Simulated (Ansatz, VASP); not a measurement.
## Cross-check of Al3SiCN3 between VASP and Ansatz

One calculation is typed for both programs; each brings its own data sets. How far apart do they land? The cell is generated by rule, not measured, and may not be a known phase. The cell is taken from a series of runs on this material, whose earlier steps may have relaxed, scaled, displaced or heated it; both programs get it as it stands.

Program: Ansatz 0.2.0. Level of theory: plane waves, with VASP 6.6.1 beside it; single point at PBEsol. Results are calculated unless marked as measured.

The structure was built from a prototype and need not be the compound's stable phase.

## 1. The structure

The structure is orthorhombic, space group Pmm2 (No. 25). Conventional cell: a = 3.094 Å, b = 3.094 Å, c = 8.750 Å, α = 90.00°, β = 90.00°, γ = 90.00°. Nearest to Al lie 2 C at 1.89 Å and 2 N at 1.89 Å. Nearest to Al lie 4 N at 1.89 Å. C has 2 Al at 1.89 Å and 2 Si at 1.89 Å nearest. Nearest to N lie 4 Al at 1.89 Å. N has 4 Al at 1.89 Å nearest. Farther neighbours and most contacts between anions are not listed.

## 2. VASP: single point, PBEsol

With cell and atoms fixed, the geometry can't cause a difference; cores, projectors, grids and the points listed under the comparison can.

Lines of VASP's logs that name or quote its potential files are left out, and so is its time.

File INCAR:

```
SYSTEM = Al3SiCN3
PREC = Accurate
ENCUT = 600
EDIFF = 1E-06
NELM = 120
ISMEAR = 0
SIGMA = 0.1
LREAL = .FALSE.
ALGO = Normal
GGA = PS
NBANDS = 24
LORBIT = 11
LWAVE = .FALSE.
LCHARG = .FALSE.
ISIF = 2
LASPH = .TRUE.
GGA_COMPAT = .FALSE.
EFERMI = MIDGAP
KPAR = 2
```

File POSCAR:

```
Al3SiCN3
1.0
    2.1875000000      2.1875000000      0.0000000000
   -2.1875000000      2.1875000000      0.0000000000
    0.0000000000      0.0000000000      8.7500000000
Al C N Si
3 1 3 1
Direct
    0.5000000000      0.5000000000      0.2500000000
    0.0000000000      0.0000000000      0.5000000000
    0.5000000000      0.5000000000      0.7500000000
    0.5000000000      0.0000000000      0.1250000000
    0.0000000000      0.5000000000      0.3750000000
    0.5000000000      0.0000000000      0.6250000000
    0.0000000000      0.5000000000      0.8750000000
    0.0000000000      0.0000000000      0.0000000000
```

File KPOINTS:

```
Automatic mesh
0
Gamma
6 6 2
0 0 0
```

PAW data sets: Al, C, N and Si (PBE family, release 64).

The run is started by

```console
mpirun -np 2 vasp_std
```

Numbers of over 12 decimals in the logs are rounded to 6 here.

Log:

```text
[banner, memory and clock lines left out]
running    2 mpi-ranks, on    1 nodes
 distrk:  each k-point on    1 cores,    2 groups
 distr:  one band on    1 cores,    1 groups

 POSCAR found type information on POSCAR AlC N Si
 POSCAR found :  4 types and       8 ions
|                                                                             |
|               ----> ADVICE to this user running VASP <----                  |
|                                                                             |
|     You enforced a specific xc type in the INCAR file but a different       |
|     [... a line on the potential file left out ...]
|     I HOPE YOU KNOW WHAT YOU ARE DOING!                                     |
|                                                                             |

 LDA part: xc-table for (Slater+PW92), standard interpolation
 POSCAR, INCAR and KPOINTS ok, starting setup
 FFT: planning ... GRIDC
 FFT: planning ... GRID_SOFT
 FFT: planning ... GRID
 WAVECAR not read
 entering main loop
       N       E                     dE             d eps       ncg     rms          rms(c)
DAV:   1     0.115134330635E+03    0.11513E+03   -0.16070E+04  1536   0.133E+03
DAV:   2    -0.607306416697E+02   -0.17586E+03   -0.16491E+03  2064   0.252E+02
DAV:   3    -0.705258220228E+02   -0.97952E+01   -0.97418E+01  2048   0.631E+01
DAV:   4    -0.706294303878E+02   -0.10361E+00   -0.10356E+00  1888   0.736E+00
DAV:   5    -0.706310121246E+02   -0.15817E-02   -0.15815E-02  2024   0.882E-01    0.167E+01
DAV:   6    -0.618582265489E+02    0.87728E+01   -0.28446E+01  1960   0.298E+01    0.666E+00
DAV:   7    -0.618102186109E+02    0.48008E-01   -0.20987E+00  2024   0.864E+00    0.389E+00
DAV:   8    -0.617437081855E+02    0.66510E-01   -0.15718E-01  1952   0.267E+00    0.147E+00
DAV:   9    -0.617275589161E+02    0.16149E-01   -0.22301E-02  2016   0.119E+00    0.243E-01
DAV:  10    -0.617279776684E+02   -0.41875E-03   -0.62545E-03  1920   0.465E-01    0.171E-01
DAV:  11    -0.617279792713E+02   -0.16029E-05   -0.43658E-04  2008   0.160E-01    0.887E-02
DAV:  12    -0.617280185754E+02   -0.39304E-04   -0.13326E-04  1968   0.831E-02    0.128E-02
DAV:  13    -0.617280157618E+02    0.28136E-05   -0.13640E-05  2040   0.312E-02    0.591E-03
DAV:  14    -0.617280159433E+02   -0.18147E-06   -0.37392E-06  1784   0.129E-02
   1 F= -.61728016E+02 E0= -.61728015E+02  d E =-.160571E-05
```

From OUTCAR (step 2):

```text
ion  position               nearest neighbor table
   1  0.500  0.500  0.250-   4 1.89   5 1.89   4 1.89   5 1.89   2 3.09   2 3.09   8 3.09   2 3.09
                             8 3.09   8 3.09   2 3.09   8 3.09
   2  0.000  0.000  0.500-   5 1.89   6 1.89   5 1.89   6 1.89   1 3.09   3 3.09   1 3.09   1 3.09
                             3 3.09   3 3.09   1 3.09   3 3.09
   3  0.500  0.500  0.750-   6 1.89   7 1.89   6 1.89   7 1.89   2 3.09   2 3.09   8 3.09   2 3.09
                             8 3.09   8 3.09   2 3.09   8 3.09
   4  0.500  0.000  0.125-   1 1.89   8 1.89   1 1.89   8 1.89
   5  0.000  0.500  0.375-   1 1.89   2 1.89   2 1.89   1 1.89
   6  0.500  0.000  0.625-   2 1.89   3 1.89   3 1.89   2 1.89
   7  0.000  0.500  0.875-   3 1.89   8 1.89   8 1.89   3 1.89
   8  0.000  0.000  0.000-   4 1.89   7 1.89   7 1.89   4 1.89   1 3.09   3 3.09   1 3.09   1 3.09
                             3 3.09   3 3.09   1 3.09   3 3.09

  LATTYP: Found a simple tetragonal cell.
 ALAT       =     3.0935921677
 C/A-ratio  =     2.8284271247

 Subroutine GETGRP returns: Found  4 space group operations
 (whereof  4 operations were pure point group operations)

The static configuration has the point symmetry C_2v.

 Found     32 irreducible k-points:

   k-points           NKPTS =     32   k-points in BZ     NKDIM =     32   number of bands    NBANDS=     24

   dimension x,y,z NGX =    28 NGY =   28 NGZ =   70
   dimension x,y,z NGXF=    56 NGYF=   56 NGZF=  140

   ENCUT  =  600.0 eV  44.10 Ry    6.64 a.u.   6.18  6.18 17.48*2*pi/ulx,y,z

   NELECT =      32.0000    total number of electrons

 k-points in reciprocal lattice and weights: Automatic mesh
   0.00000000  0.00000000  0.00000000       0.014
   0.16666667  0.00000000  0.00000000       0.028
   0.00000000  0.16666667  0.00000000       0.028
   0.33333333  0.00000000  0.00000000       0.028
   0.00000000  0.33333333  0.00000000       0.028
   0.50000000  0.00000000  0.00000000       0.014
   0.00000000  0.50000000  0.00000000       0.014
   0.16666667  0.16666667  0.00000000       0.056
   0.33333333  0.16666667  0.00000000       0.056
[...]
-0.33333333  0.50000000  0.50000000       0.028
   0.50000000  0.50000000  0.50000000       0.014

 average (electrostatic) potential at core
       1 -70.1313       2 -71.0697       3 -71.8021       4 -44.7899       5 -59.3548
       6 -60.1322       7 -61.1728       8 -81.5837

 E-fermi :   8.3073

 k-point     1 :       0.0000    0.0000    0.0000
  band No.  band energies     occupation
    ...
     12       5.5798      2.00000
     13       5.6295      2.00000
     14       6.4404      2.00000
     15       6.7716      2.00000
     16       7.4683      2.00000
     17       8.5700      0.00020
     18      10.3255      0.00000
     19      11.9212      0.00000
     20      12.4539      0.00000
     21      13.0143      0.00000
    ...

 k-point     2 :       0.1667    0.0000    0.0000
  band No.  band energies     occupation
    ...
     12       5.0659      2.00000
     13       5.4386      2.00000
     14       5.7311      2.00000
     15       6.2529      2.00000
     16       7.5916      2.00000
     17       9.4233      0.00000
     18      11.2220      0.00000
     19      12.4901      0.00000
     20      13.6777      0.00000
     21      13.8991      0.00000
    ...

 k-point     3 :       0.0000    0.1667    0.0000
  band No.  band energies     occupation
    ...
     12       5.0728      2.00000
     13       5.6956      2.00000
     14       6.2311      2.00000
     15       6.3112      2.00000
     16       6.7993      2.00000
     17       9.6991      0.00000
     18      11.2961      0.00000
     19      12.6517      0.00000
     20      13.0164      0.00000
     21      13.9242      0.00000
    ...

  Total        0.5050395      0.5050395     -0.4070616     -0.8672953      0.0000000      0.0000000
  in kB        9.6627731      9.6627731     -7.7881894    -16.5937073      0.0000000      0.0000000
  external PRESSURE =       3.8457856 kB  Pullay stress =       0.0000000 kB

  energy-cutoff  :      600.00
  volume of cell :       83.74
      direct lattice vectors                 reciprocal lattice vectors
     2.187500000  2.187500000  0.000000000     0.228571429  0.228571429  0.000000000
    -2.187500000  2.187500000  0.000000000    -0.228571429  0.228571429  0.000000000
     0.000000000  0.000000000  8.750000000     0.000000000  0.000000000  0.114285714

 POSITION                                       TOTAL-FORCE (eV/Angst)
 -----------------------------------------------------------------------------------
      0.00000      2.18750      2.18750        -0.000000     -0.000000      0.861081
      0.00000      0.00000      4.37500         0.000000     -0.000000     -0.886826
      0.00000      2.18750      6.56250        -0.000000     -0.000000     -0.797317
      1.09375      1.09375      1.09375        -0.000000     -0.000000     -3.568205
     -1.09375      1.09375      3.28125        -0.000000     -0.000000      1.036065
      1.09375      1.09375      5.46875        -0.000000      0.000000      0.935073
     -1.09375      1.09375      7.65625        -0.000000     -0.000000      0.469671
      0.00000      0.00000      0.00000         0.000000      0.000000      1.950458
 -----------------------------------------------------------------------------------
    total drift:                                0.000000     -0.000000      0.000120

  FREE ENERGIE OF THE ION-ELECTRON SYSTEM (eV)
  ---------------------------------------------------
  free  energy   TOTEN  =       -61.7280159433 eV

  energy  without entropy=      -61.7280143376  energy(sigma->0) =      -61.72801514

 total charge
# of ion       s       p       d       tot
------------------------------------------
    1        0.391   0.487   0.000   0.877
    2        0.371   0.445   0.000   0.816
    3        0.373   0.447   0.000   0.820
    4        0.845   1.686   0.000   2.531
    5        1.216   2.611   0.000   3.827
    6        1.216   2.611   0.000   3.827
    7        1.216   2.595   0.000   3.810
    8        0.695   0.878   0.000   1.574
--------------------------------------------------
tot          6.322  11.760   0.000  18.082

[... 3 further parts left out ...]
```

The run ends at a pressure of 0.38 GPa, with forces up to 3.6 eV/Å.

## 3. Ansatz: single point, PBEsol

Ansatz runs on its default PAW (the set named soft_2) files.

The same cell, functional, mesh and smearing now go to Ansatz, which takes its cutoff from its data sets.

File input.yaml:

```yaml
crystal:
  lattice:
    - [2.1875, 2.1875, 0.0]
    - [-2.1875, 2.1875, 0.0]
    - [0.0, 0.0, 8.75]
  atoms:
    - { symbol: Al, position: [0.5, 0.5, 0.25] }
    - { symbol: Al, position: [0.0, 0.0, 0.5] }
    - { symbol: Al, position: [0.5, 0.5, 0.75] }
    - { symbol: C, position: [0.5, 1.0, 0.125] }
    - { symbol: "N", position: [0.0, 0.5, 0.375] }
    - { symbol: "N", position: [0.5, 1.0, 0.625] }
    - { symbol: "N", position: [0.0, 0.5, 0.875] }
    - { symbol: Si, position: [0.0, 0.0, 0.0] }
kpoints:
  mp_grid: { grid: [6, 6, 2] }
hamiltonian:
  xc: pbesol
scf:
  occupations: { method: gaussian, width: 0.1 }
output:
  forces: true
  stress: true
  eigenvalues: true
```

The run is started by

```console
ansatz run input.yaml --threads 8 --pin off --max-ram 14336MiB --backend cpu --events-out ev --progress --plain --runs-dir out
```

Log:

```text
Engine: ansatz 0.2.0, aarch64-unknown-linux-gnu
Pseudopotentials: kind: paw
Pseudopotential: Al, paw, valence charge 3, recommended cutoff 420 eV (normal), Al.paw.azcp
Pseudopotential: C, paw, valence charge 4, recommended cutoff 420 eV (normal), C.paw.azcp
Pseudopotential: N, paw, valence charge 5, recommended cutoff 420 eV (normal), N.paw.azcp
Pseudopotential: Si, paw, valence charge 4, recommended cutoff 420 eV (normal), Si.paw.azcp
Functional definition: PBEsol
  exchange = pbesol_x
  correlation = pbesol_c
Crystal: 8 atoms, lattice volume = 83.740 Å³
Basis set: ecut = 420 eV, 1653 PW (Γ), exchange–correlation on 48×48×120 points (8 copies of the dense FFT grid, shifted against one another)
Bands: 24, of which v1, the nominal top of the filled ones, is band 16 counted from 1 (15 counted from 0)
Symmetry: 4 space group operations
Space group: Pmm2 (ITA 25), of the structure as read, at distance tolerance 4.4e-5 Å
k-points: 32 of 72
Non-local potential: Al, projectors of the file, l = 0: 2, l = 1: 2, l = 2: 1
Non-local potential: C, projectors of the file, l = 0: 2, l = 1: 2, l = 2: 1
Non-local potential: N, projectors of the file, l = 0: 2, l = 1: 2, l = 2: 1
Non-local potential: Si, projectors of the file, l = 0: 2, l = 1: 2, l = 2: 2
PAW form: soft (Blöchl's): semilocal exchange-correlation on the pseudo side does not see the compensation charge
PAW frozen core: Al, regenerated for the run's functional, and the local potential with it (the file was generated under x = pbe(κ = 0.804, μ = 0.219515), c = pbe(β = 0.066725))
PAW frozen core: C, regenerated for the run's functional, and the local potential with it (the file was generated under x = pbe(κ = 0.804, μ = 0.219515), c = pbe(β = 0.066725))
PAW frozen core: N, regenerated for the run's functional, and the local potential with it (the file was generated under x = pbe(κ = 0.804, μ = 0.219515), c = pbe(β = 0.066725))
PAW frozen core: Si, regenerated for the run's functional, and the local potential with it (the file was generated under x = pbe(κ = 0.804, μ = 0.219515), c = pbe(β = 0.066725))
PAW one-centre angular grid: Al, 110 points (default); XC on 64 Gauss nodes
PAW one-centre angular grid: C, 110 points (default); XC on 64 Gauss nodes
PAW one-centre angular grid: N, 110 points (default); XC on 64 Gauss nodes
PAW one-centre angular grid: Si, 110 points (default); XC on 64 Gauss nodes
Initial density: superposition of atomic densities (neutral atoms: chi_scale 0, normalization atom), corrected by the library's trained network
Initial wavefunctions: pseudopotential atomic-orbital guess
Functional: x = pbesol(κ = 0.804, μ = 0.123457), c = pbesol(β = 0.046)
SCF iter   1: F=—  HF=-3585.455804 eV  |F-HF|=—  |Δ(HF+E_count)|=         —  Δρ=9.68e-3  dr2=1.12e-1  ethr=1.77e-3  ⟨swp⟩=7.0  Hψ=4465  notcnv=0  defer=2
preconditioner: auto → Resta (q_TF=auto, 2.324 Å⁻¹)  ε∞=4.4  [insulator: Δε(μ)=0.687 eV  Ē_g=12.523 eV  σ=0.100 eV  W_gap=1.00  n_scr=18 (ndim 8)  ℏωp=23.0 eV  f_vac=0.000  D(μ)=0.00/eV (n_scr^D=0)  ε∞_Penn≈4.4]
SCF iter   2: F=—  HF=-3585.427269 eV  |F-HF|=—  |Δ(HF+E_count)|=   2.85e-2  Δρ=2.59e-3  dr2=7.32e-3  ethr=3.51e-4  ⟨swp⟩=2.6  Hψ=1493  notcnv=0  defer=52
SCF iter   3: F=—  HF=-3585.425588 eV  |F-HF|=—  |Δ(HF+E_count)|=   1.68e-3  Δρ=1.20e-3  dr2=1.86e-3  ethr=2.29e-5  ⟨swp⟩=2.1  Hψ=1040  notcnv=0  defer=20
automatic band count: iteration 3 solves 22 bands in place of 24: the levels show a gap, and the empty bands left out lie too high to hold charge; the band table lists the bands solved (type scf.n_extra_bands for more)
SCF iter   4: F=—  HF=-3585.425111 eV  |F-HF|=—  |Δ(HF+E_count)|=   4.77e-4  Δρ=3.39e-4  dr2=1.13e-4  ethr=5.81e-6  ⟨swp⟩=2.4  Hψ=974  notcnv=0  defer=20
SCF iter   5: F=—  HF=-3585.425095 eV  |F-HF|=—  |Δ(HF+E_count)|=   1.58e-5  Δρ=1.28e-4  dr2=1.21e-5  ethr=3.54e-7  ⟨swp⟩=2.1  Hψ=1070  notcnv=0  defer=20
SCF iter   6: F=—  HF=-3585.425019 eV  |F-HF|=—  |Δ(HF+E_count)|=   7.60e-5  Δρ=3.56e-5  dr2=9.39e-7  ethr=3.78e-8  ⟨swp⟩=2.1  Hψ=1099  notcnv=0  defer=22
SCF iter   7: F=-3585.425019 eV  HF=-3585.425019 eV  |F-HF|=3.60e-9  |Δ(HF+E_count)|=   3.71e-8  Δρ=9.63e-6  dr2=5.43e-8  ethr=3.13e-10  ⟨swp⟩=10.3  Hψ=3374  notcnv=0
SCF 1 converged in 7 iterations: F = -3585.425019 eV  dr2 = 5.43e-8
  greatest PAW one-centre occupation: 0.786 electrons in one spin orbital (limit 2), on the N atom at site 4 (counted from 0), in its partial waves of l = 0
SCF converged after 7 iterations
Free energy (F): -3585.425019 eV
Harris-Foulkes:  -3585.425019 eV  (|F-HF|=3.60e-9)
Internal energy: -3585.425018 eV  (E = F + TS)
E sigma→0 (E₀):  -3585.425019 eV
Entropy (-TS):   -0.000001 eV (-0.000 meV/atom)
Fermi energy:    9.387962 eV
--- Per-component energies (eV) ---
  E_band       = 68.763601
  E_kinetic    = 610.150032
  E_local      = -775.222940  (includes V_loc(G=0)·N_el)
  E_nonlocal   = 218.906343
  E_hartree    = 262.366507
  E_xc         = -406.034346
  E_vxc        = -430.671134  (∫ρ·V_xc dr)
  E_paw        = -2327.524799  (= ΣΔE_a)
  E_vpaw       = -79.132671  (= ΣTr[D̂ρ^β])
  E_aug_tail   = 0.000298  (compensation charges beyond the density's cutoff)
  E_ewald      = -1168.260488
  E_core_change = 0.194375  (= ΣΔE_core)
  E_smearing   = -0.000001  (= −TS)
  E_closure    = 0.000000  (closes the sum)
  Σ components = -3585.425019   (vs F -3585.425019, Δ=0.00e0)
--- Forces (eV/Å), atoms counted from 1 ---
  atom   1  Al    -0.00000000     0.00000000     0.85183292
  atom   2  Al     0.00000000    -0.00000000    -0.89194224
  atom   3  Al     0.00000000    -0.00000000    -0.80241653
  atom   4  C      0.00000000    -0.00000000    -3.58313523
  atom   5  N     -0.00000000    -0.00000000     1.03871454
  atom   6  N     -0.00000000     0.00000000     0.93886997
  atom   7  N      0.00000000     0.00000000     0.48518067
  atom   8  Si     0.00000000     0.00000000     1.96285819
  max |Σ_I F_I| component: 3.77e-5 eV/Å
--- Stress (GPa, compression-positive) ---
        1.005642      -1.652080      -0.000000
       -1.652080       1.005642       0.000000
       -0.000000       0.000000      -0.731714
  P = ⅓ Tr σ = 0.4265 GPa (4.265 kbar)
--- Band table (eV; the first three rows and the last of 32) ---
  k-point 0: bands = [... 12 lower, 6.7092, 7.5188, 7.8458, 8.5444, 9.6565, 11.3985, 13.0032, 13.5322, ... 2 higher]
  k-point 1: bands = [... 12 lower, 6.7840, 6.8135, 7.7649, 8.5041, 10.1378, 11.2583, 12.5450, 13.4157, ... 2 higher]
  k-point 2: bands = [... 12 lower, 6.7760, 7.3089, 7.3886, 7.8731, 10.7836, 12.3696, 13.7305, 14.0920, ... 2 higher]
  k-point 31: bands = [... 12 lower, 4.7195, 5.2376, 5.5335, 5.8682, 11.0166, 11.2260, 11.3981, 12.2782, ... 2 higher]
```

The run ends at a pressure of 0.43 GPa, with forces up to 3.6 eV/Å.

## 4. Side by side

Known differences besides the potentials themselves: the cutoff is 420 eV in Ansatz and 600 eV in VASP; Ansatz makes its cores anew for this functional, VASP keeps those of its PBE data sets. Total energies have different zeros and are not compared.

Compared:

```tsv
quantity	Ansatz	VASP	difference
pressure (GPa)	0.43	0.38	+0.04
gap on the k mesh (eV)	0.549	0.537	+0.011
```

Forces (eV/Å; atoms numbered as in POSCAR):

```tsv
atom	Ansatz x, y, z	VASP x, y, z
Al1	0.000, 0.000, 0.852	0.000, 0.000, 0.861
Al2	0.000, 0.000, -0.892	0.000, 0.000, -0.887
Al3	0.000, 0.000, -0.802	0.000, 0.000, -0.797
C4	0.000, 0.000, -3.583	0.000, 0.000, -3.568
N5	0.000, 0.000, 1.039	0.000, 0.000, 1.036
N6	0.000, 0.000, 0.939	0.000, 0.000, 0.935
N7	0.000, 0.000, 0.485	0.000, 0.000, 0.470
Si8	0.000, 0.000, 1.963	0.000, 0.000, 1.950
```

The forces differ by 5.7 meV/Å r.m.s., which is 0.6 % of the r.m.s. force of 0.932 eV/Å (both taken over all components). A gap on the mesh is an upper bound, since the band edges may lie between its points.

## 5. Results

```yaml
r_m_s_force_difference_single_point_pbesol: 0.61 % of the r.m.s. force
```

**Reading.** The r.m.s. force difference is 0.61 % of the r.m.s. force (single point, PBEsol), within the 3 % picked in this series as the mark of a large difference. Such differences can come from data sets, numerical settings and the points named under the comparisons, not from the functional's error against experiment.

[Lines on the potential files, build, host, timing and source positions are cut from VASP's logs without a mark.]

[Logs are printed without paths, hosts, clocks, repeated set-up lines and the standing remarks that a program may print on its own settings, such as how far it seeks lower states.]

[Hosts, paths, dates, database ids (printed as entryN), source tags and the programs' standing remarks are cut or masked in the printed files.]
